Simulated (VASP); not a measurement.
Ti (hcp): the lattice constant c from VASP (plane waves, PAW) at several levels of theory. Static lattice.  The measured value holds thermal and zero-point effects that the static calculation lacks.

```json
[
 {"level": "LDA", "lattice constant c (Å)": "4.526", "error against measurement": "-3.4 %"},
 {"level": "PBE", "lattice constant c (Å)": "4.649", "error against measurement": "-0.7 %"},
 {"level": "PBEsol", "lattice constant c (Å)": "4.590", "error against measurement": "-2.0 %"},
 {"level": "SCAN", "lattice constant c (Å)": "4.626", "error against measurement": "-1.2 %"},
 {"level": "r2SCAN", "lattice constant c (Å)": "4.638", "error against measurement": "-1.0 %"}
]
```

Measured: 4.683 Å at 293 K (as given by Wikipedia, Titanium (infobox)).

The cell of the LDA run:

```cif
data_Ti2
_chemical_formula_sum 'Ti2'
_space_group_name_H-M_alt 'P 1'
_space_group_IT_number 1
_cell_length_a 2.86471
_cell_length_b 2.86471
_cell_length_c 4.52607
_cell_angle_alpha 90.000
_cell_angle_beta 90.000
_cell_angle_gamma 120.000
loop_
_space_group_symop_operation_xyz
  'x, y, z'
loop_
_atom_site_label
_atom_site_type_symbol
_atom_site_fract_x
_atom_site_fract_y
_atom_site_fract_z
_atom_site_occupancy
Ti1 Ti 0.33333 0.66667 0.25000 1
Ti2 Ti 0.66667 0.33333 0.75000 1
```

Only levels that ran to the end are used. Left out are those held back, those with too coarse a band path, GW runs whose mesh misses a band edge, hybrids' fits of cells that aren't cubic and levels without matching references; a question may draw on a part of the rest.

The compound is Ti in the hcp structure.
